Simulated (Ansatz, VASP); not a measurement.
# Cross-check of Si54SN71 (S_N) between VASP and Ansatz, part 2 of 3

Wanted: the spread between two codes on one cell, functional and k mesh. Of the first pair: The structure shown is the start of the Ansatz relaxation below; VASP solves that cell, so the two are compared at the walk's first step.

VASP 6.6.1 and Ansatz 0.2.0.

So far: Starting point; Ansatz: relaxation, PBEsol.

### Step 3. VASP: single point, PBEsol, start cell, pair 1

Level of this step: PBEsol; plane waves and PAW (Si, N, S) (VASP).

The same cell, functional and mesh now go to VASP, with its own data sets.

Lines of VASP's logs that name or quote its potential files are left out, and so is its time.

INCAR reads:

```
SYSTEM = Si54SN71
PREC = Accurate
ENCUT = 520
EDIFF = 1E-06
NELM = 120
ISMEAR = 0
SIGMA = 0.01
LREAL = Auto
ALGO = Normal
GGA = PS
NELECT = 576
NBANDS = 384
LORBIT = 11
LWAVE = .FALSE.
LCHARG = .FALSE.
ISIF = 2
ISYM = 0
LASPH = .TRUE.
GGA_COMPAT = .FALSE.
EFERMI = MIDGAP
NCORE = 4
```

POSCAR reads:

```
Si54SN71
1.0
   11.4366858822      6.6029736727      0.0000000000
  -11.4366858822      6.6029736727      0.0000000000
    0.0000000000      0.0000000000      8.7307673276
Si N S
54 71 1
Direct
    0.0223746722      0.8106360700      0.2483770233
    0.3501058191      0.4748165976      0.2499542043
[... 9 atom lines left out ...]
    0.8603448660      0.5472153426      0.2444174630
[... 1 atom line left out ...]
    0.4542927810      0.3164470784      0.2544531215
[... 2 atom lines left out ...]
    0.6444035775      0.5261409957      0.0876267768
[... 2 atom lines left out ...]
    0.3543207329      0.4774399665      0.5821566203
    0.6823269191      0.1379592532      0.5805961618
[... 1 atom line left out ...]
    0.5493797950      0.6886823881      0.4204300564
[... 2 atom lines left out ...]
    0.4697506309      0.1204121039      0.4189107169
    0.8079293117      0.7912975705      0.4158710070
    0.1897827239      0.2126429303      0.5812258888
[... 1 atom line left out ...]
    0.8560609278      0.5452775386      0.5848323301
[... 1 atom line left out ...]
    0.4546657517      0.3111816150      0.5803417741
[... 2 atom lines left out ...]
    0.6474392394      0.5238662031      0.4200447524
[... 2 atom lines left out ...]
    0.3556890656      0.4720352706      0.9184471077
[... 2 atom lines left out ...]
    0.5479895112      0.6889798310      0.7456399599
    0.8811071885      0.3571364280      0.7502172208
[... 1 atom line left out ...]
    0.4699501898      0.1203636889      0.7529133183
    0.8105241772      0.7877591907      0.7514213532
[... 2 atom lines left out ...]
    0.8562302281      0.5459817841      0.9175432925
[... 1 atom line left out ...]
    0.4525888460      0.3155458235      0.9209920157
[... 2 atom lines left out ...]
    0.6430630069      0.5242425712      0.7518365516
[... 2 atom lines left out ...]
    0.3314018711      0.3291962497      0.2481598603
[... 3 atom lines left out ...]
    0.6691854271      0.6673089219      0.0879202218
[... 7 atom lines left out ...]
    0.4539560475      0.2391266795      0.0856191640
[... 6 atom lines left out ...]
    0.7903865345      0.5445975858      0.0857814636
[... 1 atom line left out ...]
    0.5721324456      0.4507276073      0.2510794204
[... 1 atom line left out ...]
    0.9961355806      0.6629712425      0.5830905588
    0.3364049393      0.3370284591      0.5857705065
[... 3 atom lines left out ...]
    0.6696559359      0.6701617642      0.4195491487
    0.2150946536      0.4605663775      0.5812008051
    0.5426927869      0.1198340104      0.5834059950
    0.8761996000      0.7875074727      0.5857823039
[... 1 atom line left out ...]
    0.4272037905      0.5474547980      0.4193924615
[... 2 atom lines left out ...]
    0.4553703265      0.2423418299      0.4111506887
[... 1 atom line left out ...]
    0.2132442794      0.0899569901      0.5862152555
    0.5447594160      0.7595302006      0.5787336680
    0.8759407062      0.4199997934      0.5862735551
[... 2 atom lines left out ...]
    0.7822810502      0.5411964363      0.4179334832
[... 3 atom lines left out ...]
    0.3367242242      0.3348919626      0.9130577761
[... 3 atom lines left out ...]
    0.6660238612      0.6688413733      0.7457770612
[... 4 atom lines left out ...]
    0.4267911516      0.5463060193      0.7476995727
[... 2 atom lines left out ...]
    0.4530579659      0.2431289686      0.7521751243
[... 6 atom lines left out ...]
    0.7858979782      0.5449552760      0.7450409289
[... 1 atom line left out ...]
    0.5728828343      0.4535448535      0.9154844815
[... 1 atom line left out ...]
    0.5738256590      0.4507071250      0.5875768770
```

KPOINTS reads:

```
Points of the shifted mesh
1
Reciprocal
 0.2500000000  0.2500000000  0.2500000000 1
```

PAW data sets: Si, N and S (PBE family, release 64).

On the command line:

```console
> mpirun -np 16 vasp_std
```

Numbers of over 12 decimals in the logs are rounded to 6 here.

The program printed:

```text
[banner, memory and clock lines left out]
running   16 mpi-ranks, on    1 nodes
[...]
|                                                                             |
|               ----> ADVICE to this user running VASP <----                  |
|                                                                             |
|     You enforced a specific xc type in the INCAR file but a different       |
|     [... a line on the potential file left out ...]
|     I HOPE YOU KNOW WHAT YOU ARE DOING!                                     |
|                                                                             |

 LDA part: xc-table for (Slater+PW92), standard interpolation
 POSCAR, INCAR and KPOINTS ok, starting setup
[...]
entering main loop
       N       E                     dE             d eps       ncg     rms          rms(c)
DAV:   1     0.270428316778E+04    0.27043E+04   -0.28439E+05   776   0.139E+03
DAV:   2    -0.947477275577E+03   -0.36518E+04   -0.34956E+04   944   0.299E+02
DAV:   3    -0.120816093950E+04   -0.26068E+03   -0.25847E+03   944   0.818E+01
DAV:   4    -0.121391346384E+04   -0.57525E+01   -0.57276E+01   944   0.125E+01
DAV:   5    -0.121406867665E+04   -0.15521E+00   -0.15492E+00   936   0.198E+00BRMIX: very serious problems
 the old and the new charge density differ
 old charge density:   577.00000 new  576.00000
    0.883E+01
DAV:   6    -0.107459220768E+04    0.13948E+03   -0.51089E+02   896   0.312E+01    0.464E+01
DAV:   7    -0.107268012213E+04    0.19121E+01   -0.29198E+01   952   0.780E+00    0.193E+01
DAV:   8    -0.107168254550E+04    0.99758E+00   -0.17002E+00   928   0.230E+00    0.870E+00
DAV:   9    -0.107145290307E+04    0.22964E+00   -0.46968E-01   944   0.127E+00    0.141E+00
[...]
DAV:  17    -0.107146959369E+04   -0.99551E-05   -0.68514E-06   800   0.441E-03    0.769E-03
DAV:  18    -0.107146959860E+04   -0.49062E-05   -0.72895E-06   776   0.397E-03    0.443E-03
DAV:  19    -0.107146959863E+04   -0.30996E-07   -0.76321E-07   648   0.157E-03
   1 F= -.10714696E+04 E0= -.10714696E+04  d E =0.000000E+00
```

OUTCAR, selected parts (step 3):

```text
  FREE ENERGIE OF THE ION-ELECTRON SYSTEM (eV)
  ---------------------------------------------------
  free  energy   TOTEN  =     -1071.4695986316 eV

  energy  without entropy=    -1071.4695986316  energy(sigma->0) =    -1071.46959863
```

The cell is charged against a uniform background.

The run ends at a pressure of 3.45 GPa, with forces up to 19 eV/Å.

### Step 4. Side by side

Known differences besides the potentials themselves: fixed occupations in Ansatz, narrow Gaussian smearing in VASP; the cutoff is 420 eV in Ansatz and 520 eV in VASP (PREC = Accurate, projectors in real space); Ansatz makes its cores anew for this functional, VASP keeps those of its PBE data sets. Total energies have different zeros and are not compared.

Forces on 7 of the 126 atoms, those with the largest forces and the largest differences (eV/Å; atoms numbered as in POSCAR):

```tsv
atom	Ansatz x, y, z	VASP x, y, z
Si10	-0.003, -1.110, -3.222	0.003, -1.131, -3.237
Si32	0.888, -18.174, 0.285	0.865, -18.021, 0.291
Si33	1.914, 0.471, 2.462	1.928, 0.469, 2.473
Si35	-2.141, 9.341, -13.504	-2.166, 9.254, -13.400
Si53	-1.324, 11.833, 14.615	-1.317, 11.749, 14.465
N75	-2.700, -1.958, -1.234	-2.722, -1.974, -1.246
N94	-1.897, 0.823, -2.196	-1.910, 0.830, -2.212
```

The forces differ by 17 meV/Å r.m.s., which is 0.9 % of the r.m.s. force of 1.937 eV/Å (both taken over all components). The cell carries a charge of +1 e against a uniform background, so its pressure also hangs on how the neutralising background is counted, and in a defect's cell a gap may be the spacing between its levels.

### Step 5. Ansatz: relaxation, PBEsol

This run makes the geometry at which the two programs are then compared.

The structure compared here is the end of the Ansatz relaxation.

input.yaml reads:

```yaml
crystal:
  lattice:
    - [11.43668588, 6.60297367, 0.0]
    - [-11.43668588, 6.60297367, 0.0]
    - [0.0, 0.0, 8.73076733]
  atoms:
    - { symbol: Si, position: [0.01950046, 0.80655545, 0.25] }
    - { symbol: Si, position: [0.3528338, 0.47322211, 0.25] }
    - { symbol: Si, position: [0.68616713, 0.13988878, 0.25] }
    - { symbol: Si, position: [0.21294502, 0.01950046, 0.08333333] }
    - { symbol: Si, position: [0.54627835, 0.68616713, 0.08333333] }
    - { symbol: Si, position: [0.87961168, 0.3528338, 0.08333333] }
    - { symbol: Si, position: [0.13988878, 0.45372165, 0.08333333] }
    - { symbol: Si, position: [0.47322211, 0.12038832, 0.08333333] }
    - { symbol: Si, position: [0.80655545, 0.78705498, 0.08333333] }
    - { symbol: Si, position: [0.19344455, 0.21294502, 0.25] }
    - { symbol: Si, position: [0.52677789, 0.87961168, 0.25] }
    - { symbol: Si, position: [0.86011122, 0.54627835, 0.25] }
    - { symbol: Si, position: [0.12038832, 0.6471662, 0.25] }
    - { symbol: Si, position: [0.45372165, 0.31383287, 0.25] }
    - { symbol: Si, position: [0.78705498, 0.98049954, 0.25] }
    - { symbol: Si, position: [0.31383287, 0.86011122, 0.08333333] }
    - { symbol: Si, position: [0.6471662, 0.52677789, 0.08333333] }
    - { symbol: Si, position: [0.98049954, 0.19344455, 0.08333333] }
    - { symbol: "N", position: [0.0, 0.66666667, 0.25] }
    - { symbol: "N", position: [0.33333333, 0.33333333, 0.25] }
    - { symbol: "N", position: [0.66666667, 0.0, 0.25] }
    - { symbol: "N", position: [0.0, 0.33333333, 0.08333333] }
    - { symbol: "N", position: [0.33333333, 0.0, 0.08333333] }
    - { symbol: "N", position: [0.66666667, 0.66666667, 0.08333333] }
    - { symbol: "N", position: [0.21345843, 0.45653274, 0.25] }
    - { symbol: "N", position: [0.54679176, 0.12319941, 0.25] }
    - { symbol: "N", position: [0.8801251, 0.78986608, 0.25] }
    - { symbol: "N", position: [0.09025902, 0.8801251, 0.08333333] }
    - { symbol: "N", position: [0.42359235, 0.54679176, 0.08333333] }
    - { symbol: "N", position: [0.75692569, 0.21345843, 0.08333333] }
    - { symbol: "N", position: [0.12319941, 0.57640765, 0.08333333] }
    - { symbol: "N", position: [0.45653274, 0.24307431, 0.08333333] }
    - { symbol: "N", position: [0.78986608, 0.90974098, 0.08333333] }
    - { symbol: "N", position: [0.21013392, 0.09025902, 0.25] }
    - { symbol: "N", position: [0.54346726, 0.75692569, 0.25] }
    - { symbol: "N", position: [0.87680059, 0.42359235, 0.25] }
    - { symbol: "N", position: [0.1198749, 0.21013392, 0.08333333] }
    - { symbol: "N", position: [0.45320824, 0.87680059, 0.08333333] }
    - { symbol: "N", position: [0.78654157, 0.54346726, 0.08333333] }
    - { symbol: "N", position: [0.24307431, 0.78654157, 0.25] }
    - { symbol: "N", position: [0.57640765, 0.45320824, 0.25] }
    - { symbol: "N", position: [0.90974098, 0.1198749, 0.25] }
    - { symbol: Si, position: [0.01950046, 0.80655545, 0.58333333] }
    - { symbol: Si, position: [0.3528338, 0.47322211, 0.58333333] }
    - { symbol: Si, position: [0.68616713, 0.13988878, 0.58333333] }
    - { symbol: Si, position: [0.21294502, 0.01950046, 0.41666667] }
    - { symbol: Si, position: [0.54627835, 0.68616713, 0.41666667] }
    - { symbol: Si, position: [0.87961168, 0.3528338, 0.41666667] }
    - { symbol: Si, position: [0.13988878, 0.45372165, 0.41666667] }
    - { symbol: Si, position: [0.47322211, 0.12038832, 0.41666667] }
    - { symbol: Si, position: [0.80655545, 0.78705498, 0.41666667] }
    - { symbol: Si, position: [0.19344455, 0.21294502, 0.58333333] }
    - { symbol: Si, position: [0.52677789, 0.87961168, 0.58333333] }
    - { symbol: Si, position: [0.86011122, 0.54627835, 0.58333333] }
    - { symbol: Si, position: [0.12038832, 0.6471662, 0.58333333] }
    - { symbol: Si, position: [0.45372165, 0.31383287, 0.58333333] }
    - { symbol: Si, position: [0.78705498, 0.98049954, 0.58333333] }
    - { symbol: Si, position: [0.31383287, 0.86011122, 0.41666667] }
    - { symbol: Si, position: [0.6471662, 0.52677789, 0.41666667] }
    - { symbol: Si, position: [0.98049954, 0.19344455, 0.41666667] }
    - { symbol: "N", position: [0.0, 0.66666667, 0.58333333] }
    - { symbol: "N", position: [0.33333333, 0.33333333, 0.58333333] }
    - { symbol: "N", position: [0.66666667, 0.0, 0.58333333] }
    - { symbol: "N", position: [0.0, 0.33333333, 0.41666667] }
    - { symbol: "N", position: [0.33333333, 0.0, 0.41666667] }
    - { symbol: "N", position: [0.66666667, 0.66666667, 0.41666667] }
    - { symbol: "N", position: [0.21345843, 0.45653274, 0.58333333] }
    - { symbol: "N", position: [0.54679176, 0.12319941, 0.58333333] }
    - { symbol: "N", position: [0.8801251, 0.78986608, 0.58333333] }
    - { symbol: "N", position: [0.09025902, 0.8801251, 0.41666667] }
    - { symbol: "N", position: [0.42359235, 0.54679176, 0.41666667] }
    - { symbol: "N", position: [0.75692569, 0.21345843, 0.41666667] }
    - { symbol: "N", position: [0.12319941, 0.57640765, 0.41666667] }
    - { symbol: "N", position: [0.45653274, 0.24307431, 0.41666667] }
    - { symbol: "N", position: [0.78986608, 0.90974098, 0.41666667] }
    - { symbol: "N", position: [0.21013392, 0.09025902, 0.58333333] }
    - { symbol: "N", position: [0.54346726, 0.75692569, 0.58333333] }
    - { symbol: "N", position: [0.87680059, 0.42359235, 0.58333333] }
    - { symbol: "N", position: [0.1198749, 0.21013392, 0.41666667] }
    - { symbol: "N", position: [0.45320824, 0.87680059, 0.41666667] }
    - { symbol: "N", position: [0.78654157, 0.54346726, 0.41666667] }
    - { symbol: "N", position: [0.24307431, 0.78654157, 0.58333333] }
    - { symbol: S, position: [0.57640765, 0.45320824, 0.58333333] }
    - { symbol: "N", position: [0.90974098, 0.1198749, 0.58333333] }
    - { symbol: Si, position: [0.01950046, 0.80655545, 0.91666667] }
    - { symbol: Si, position: [0.3528338, 0.47322211, 0.91666667] }
    - { symbol: Si, position: [0.68616713, 0.13988878, 0.91666667] }
    - { symbol: Si, position: [0.21294502, 0.01950046, 0.75] }
    - { symbol: Si, position: [0.54627835, 0.68616713, 0.75] }
    - { symbol: Si, position: [0.87961168, 0.3528338, 0.75] }
    - { symbol: Si, position: [0.13988878, 0.45372165, 0.75] }
    - { symbol: Si, position: [0.47322211, 0.12038832, 0.75] }
    - { symbol: Si, position: [0.80655545, 0.78705498, 0.75] }
    - { symbol: Si, position: [0.19344455, 0.21294502, 0.91666667] }
    - { symbol: Si, position: [0.52677789, 0.87961168, 0.91666667] }
    - { symbol: Si, position: [0.86011122, 0.54627835, 0.91666667] }
    - { symbol: Si, position: [0.12038832, 0.6471662, 0.91666667] }
    - { symbol: Si, position: [0.45372165, 0.31383287, 0.91666667] }
    - { symbol: Si, position: [0.78705498, 0.98049954, 0.91666667] }
    - { symbol: Si, position: [0.31383287, 0.86011122, 0.75] }
    - { symbol: Si, position: [0.6471662, 0.52677789, 0.75] }
    - { symbol: Si, position: [0.98049954, 0.19344455, 0.75] }
    - { symbol: "N", position: [0.0, 0.66666667, 0.91666667] }
    - { symbol: "N", position: [0.33333333, 0.33333333, 0.91666667] }
    - { symbol: "N", position: [0.66666667, 0.0, 0.91666667] }
    - { symbol: "N", position: [0.0, 0.33333333, 0.75] }
    - { symbol: "N", position: [0.33333333, 0.0, 0.75] }
    - { symbol: "N", position: [0.66666667, 0.66666667, 0.75] }
    - { symbol: "N", position: [0.21345843, 0.45653274, 0.91666667] }
    - { symbol: "N", position: [0.54679176, 0.12319941, 0.91666667] }
    - { symbol: "N", position: [0.8801251, 0.78986608, 0.91666667] }
    - { symbol: "N", position: [0.09025902, 0.8801251, 0.75] }
    - { symbol: "N", position: [0.42359235, 0.54679176, 0.75] }
    - { symbol: "N", position: [0.75692569, 0.21345843, 0.75] }
    - { symbol: "N", position: [0.12319941, 0.57640765, 0.75] }
    - { symbol: "N", position: [0.45653274, 0.24307431, 0.75] }
    - { symbol: "N", position: [0.78986608, 0.90974098, 0.75] }
    - { symbol: "N", position: [0.21013392, 0.09025902, 0.91666667] }
    - { symbol: "N", position: [0.54346726, 0.75692569, 0.91666667] }
    - { symbol: "N", position: [0.87680059, 0.42359235, 0.91666667] }
    - { symbol: "N", position: [0.1198749, 0.21013392, 0.75] }
    - { symbol: "N", position: [0.45320824, 0.87680059, 0.75] }
    - { symbol: "N", position: [0.78654157, 0.54346726, 0.75] }
    - { symbol: "N", position: [0.24307431, 0.78654157, 0.91666667] }
    - { symbol: "N", position: [0.57640765, 0.45320824, 0.91666667] }
    - { symbol: "N", position: [0.90974098, 0.1198749, 0.91666667] }
  host:
    repeats: [1, 1, 3]
    atoms:
      - { symbol: Si, position: [0.01950046, 0.80655545, 0.75] }
      - { symbol: Si, position: [0.3528338, 0.47322211, 0.75] }
      # ... 40 more atoms of the perfect host
total_charge: 1
basis:
  ecutwfc: 420
  xc_grid: 2
hamiltonian:
  xc: pbesol
  pseudopotentials: { kind: paw, azcp: { folder: soft_1 }, xc_functional: pbe }
kpoints:
  mp_grid: { grid: [1, 1, 1], shift: [0.25, 0.25, 0.25] }
scf:
  occupations: { method: fixed }
  max_iter: 100
output:
  forces: true
  charged_corrections:
    epsilon: [4.29, 4.29, 4.37]
    static_epsilon: [8.29, 8.29, 8.25]
    defect_position: [0.576408, 0.453208, 0.583333]
relax:
  f_tol: 0.02
  max_steps: 80
  random_displacement: { amplitude: 0.05, seed: 8567 }
checkpoint:
  write: "../qp1.relax.run"
  compress: false
  write_wavefunctions: true
  write_every: 100000
```

On the command line:

```console
> ansatz run input.yaml --threads 8 --pin off --max-ram 22609MiB --backend cpu --events-out ev --progress --plain --runs-dir out
```

The program printed:

```text
[...]
Crystal: 126 atoms, lattice volume = 1318.628 Å³
Basis set: ecut = 420 eV, 25805 PW (Γ), exchange–correlation on 180×180×120 points (8 copies of the dense FFT grid, shifted against one another)
Bands: 414, of which v1, the nominal top of the filled ones, is band 288 counted from 1 (287 counted from 0)
Symmetry: 1 space group operations
k-points: 1
[...]
SCF iter   1: F=—  HF=-61562.579829 eV  |F-HF|=—  |Δ(HF+E_count)|=         —  Δρ=1.49e-1  dr2=3.09e2  ethr=3.10e-3  ⟨swp⟩=7.0  Hψ=1575  notcnv=0  defer=124
[...]
- { symbol: Si, position: [0.473076, 0.115658, 0.414300] }
[...]
- { symbol: S, position: [0.580072, 0.419836, 0.583134] }
[...]
- { symbol: Si, position: [0.786415, 0.980716, 0.917083] }
    - { symbol: Si, position: [0.314421, 0.857551, 0.749545] }
    - { symbol: Si, position: [0.656343, 0.535233, 0.766160] }
    - { symbol: Si, position: [0.975780, 0.193794, 0.751037] }
[...]
- { symbol: N, position: [0.794605, 0.553362, 0.753376] }
    - { symbol: N, position: [0.245031, 0.786833, 0.916962] }
    - { symbol: N, position: [0.577430, 0.451360, 0.919552] }
    - { symbol: N, position: [0.906970, 0.120880, 0.917741] }
```

(Continued in part 3 of 3.)

[Lines on the potential files, build, host, timing and source positions are cut from VASP's logs without a mark.]

[Logs are printed without paths, hosts, clocks, repeated set-up lines and the standing remarks that a program may print on its own settings, such as how far it seeks lower states.]

[Hosts, paths, dates, database ids (printed as entryN), source tags and the programs' standing remarks are cut or masked in the printed files.]
